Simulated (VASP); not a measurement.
Here is the system:

```xyz
3
Lattice="1.5034 -2.7403 0.0000 1.5034 2.7403 0.0000 0.0000 0.0000 3.5144" Properties=species:S:1:pos:R:3 pbc="T T T"
Mg     0.0000     0.0000     0.0000
B      1.5034     0.9134     1.7572
B      1.5942    -0.9134     1.7572
```

Calculation: PBE GGA, VASP's PBE PAW potentials (set 64) (plane waves; VASP 6.6.1). Run with 520 eV cut-off, 15×15×12 Γ-centred mesh, first-order Methfessel-Paxton smearing of 0.10 eV, potentials Mg B.

### Question
Give the force on each atom (eV/Å).

### Answer

```
atom      Fx      Fy     Fz
----  ------  ------  -----
Mg1    0.228   0.017  0.000
B2     0.698  -0.340  0.000
B3    -0.925   0.323  0.000
```

### Question
Give the stress tensor in GPa (positive for a compressed cell).

### Answer

```
  9.52   -1.23    0.00
 -1.23  -10.40    0.00
  0.00    0.00    1.05
```
The pressure is its mean diagonal, 0.06 GPa.

The compound is MgB2 in the AlB2 type structure. The cell was not relaxed at this level, atoms are displaced from their ideal sites. The run is one of a series of settings (KPOINTS 15×15×12 Γ-centred mesh against the base run), some of them coarse on purpose.
